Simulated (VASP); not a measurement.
**HfTe (relaxed from the wurtzite structure, space group P6_3mc): computed properties**

Calculation: PBEsol GGA, VASP's PBE PAW potentials (set 64) (plane waves; VASP 6.6.1).

- space group = P6_3mc (186)
- cell = a = b = 3.585 Å, c = 9.452 Å, α = β = 90.00°, γ = 120.00°
- volume per atom = 26.31 Å³/atom
- band gap (over mesh and band path) = none (metal, semimetal or under 0.01 eV)
- density = 9.66 g/cm³

Space group P6₃mc (No. 186); a = 3.585 Å, b = 3.585 Å, c = 9.452 Å, α = 90.00°, β = 90.00°, γ = 120.00°

| atom | site | symmetry | x | y | z |
|---|---|---|---|---|---|
| Hf | 2b | 3m. | 0.3333 | 0.6667 | 0.0392 |
| Te | 2b | 3m. | 0.3333 | 0.6667 | 0.3358 |

Unless said otherwise, spin-orbit coupling is left out, though it shifts the bands of the heavy elements here.

The structure was generated: HfTe was put into the wurtzite type (P6_3mc), which need not be its known phase. It was relaxed first, which changed the volume by -44 %. Symmetry was kept, so distortions that lower it aren't found.
